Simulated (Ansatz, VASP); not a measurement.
# Li3HfC2: VASP beside Ansatz

File INCAR:

```
SYSTEM = Li3HfC2
  PREC = Accurate
  ENCUT = 600
  EDIFF = 1E-6
  ISMEAR = 0
  SIGMA = 0.1
  LREAL = .FALSE.
  LASPH = .TRUE.
  NELM = 100
  ALGO = Normal
  ISIF = 3
  LWAVE = .FALSE.
  LCHARG = .FALSE.
  GGA = PE
  IBRION = 2
  NSW = 100
  EDIFFG = -0.01
```

The input KPOINTS:

```
regular mesh
0
G
  6 6 14
  0 0 0
```

Contents of POSCAR:

```
Li3HfC2
1.0
    6.4424856766      0.0000000000      0.0000000000
   -3.2212428383      5.5793562594      0.0000000000
    0.0000000000      0.0000000000      2.6381730956
Li Hf C
3 1 2
Direct
    0.5000000000      0.0000000000      0.5000000000
    0.0000000000      0.5000000000      0.5000000000
    0.5000000000      0.5000000000      0.5000000000
    0.0000000000      0.0000000000      0.5000000000
    0.3333333333      0.6666666667      0.5000000000
    0.6666666667      0.3333333333      0.5000000000
```

Input for Ansatz:

```yaml
crystal:
  lattice:
    - [6.4424856766, 0.0, 0.0]
    - [-3.2212428383, 5.5793562594, 0.0]
    - [0.0, 0.0, 2.6381730956]
  atoms:
    - { symbol: Li, position: [0.5, 0.0, 0.5] }
    - { symbol: Li, position: [0.0, 0.5, 0.5] }
    - { symbol: Li, position: [0.5, 0.5, 0.5] }
    - { symbol: Hf, position: [0.0, 0.0, 0.5] }
    - { symbol: C, position: [0.3333333333, 0.6666666667, 0.5] }
    - { symbol: C, position: [0.6666666667, 0.3333333333, 0.5] }
basis:
  ecutwfc: 420
kpoints:
  mp_grid: { grid: [6, 6, 14] }
hamiltonian:
  xc: pbe
scf:
  occupations: { method: gaussian, width: 0.1 }
output:
  forces: true
  stress: true
  eigenvalues: true
  write_density: true
  write_potential: true
  elf: true
  volumetric_format: npy
relax:
  adjacent_minimum: "off"
  f_tol: 0.01
  max_steps: 80
  cell: { stress_tol: 0.05 }
```

Alike in both runs: task relaxation of cell and atoms; functional PBE; k mesh 6 × 6 × 14; occupations gaussian, width 0.1 eV; no spin polarisation.

```csv
,VASP,Ansatz
version,VASP 6.6.1,Ansatz 0.2.0
potentials or method,"VASP PAW PBE potentials, release 64 (Li_sv, Hf_pv, C)","scalar-relativistic, plane waves, PAW"
plane-wave cutoff (eV),600,420
valence electrons in the cell,27,43
```

|  | VASP | Ansatz | Ansatz less VASP |
| --- | --- | --- | --- |
| gap on the k mesh at the Fermi level, each at its own relaxed structure (eV) | none | none | - |
| relaxed volume (Å³/atom) | 15.61 | 15.62 | +0.009 |
| relaxed cell length with the largest relative difference (Å) | 2.561 | 2.572 | +0.0113 |
| energy change over the relaxation (meV/atom) | -5 | -4 | +1.5 |

A gap of «none» marks a metal or a gap that the smearing closes. The two sets of potentials don't hold the same shells in valence.

Caveats: the cutoff is under 1.25 times the usual one of these potentials, so pressure, stress and relaxed cells hold a basis-set (Pulay) error (VASP). The runs have no spin-orbit coupling, so splittings on Hf are missing.
